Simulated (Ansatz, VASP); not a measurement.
Two plane-wave programs on AgPt3

```
Ag Pt
1.0
     3.97649    0.00000    0.00000
     0.00000    3.97649    0.00000
     0.00000    0.00000    3.97649
Ag Pt
1 3
Cartesian
  0.0000 0.0000 0.0000
  0.0000 1.9882 1.9882
  1.9882 0.0000 1.9882
  1.9882 1.9882 0.0000
```

Change from the starting cell: volume scaled by 1.06, PAW files.

Alike in both runs: task electric field gradients; functional LDA; k mesh 9 × 9 × 9; occupations fermi-dirac, width 0.08 eV; no spin polarisation.

|  | VASP | Ansatz |
| --- | --- | --- |
| version | VASP 6.6.1 | Ansatz 0.2.0 |
| potentials or method | VASP PAW LDA potentials, release 64 (Ag, Pt) | PAW with Ansatz's default frozen-core files, scalar-relativistic |
| plane-wave cutoff (eV) | 520 | 420 |
| valence electrons in the cell | 41 | 73 |

VASP gave:

| Quantity | Value |
| --- | --- |
| pressure (GPa) | -10.8 |
| Vzz of the field gradient on the site that differs most (V/Å²) | -10.0 |

Question: Which values does Ansatz return?

Answer: Pressure (GPa): -11.3; Vzz of the field gradient on the site that differs most (V/Å²): 14.6.

The two sets of potentials don't hold the same shells in valence. Ansatz warned: «gradients_without_spin_orbit».

Spin-orbit coupling is left out, which matters for the levels of Pt.
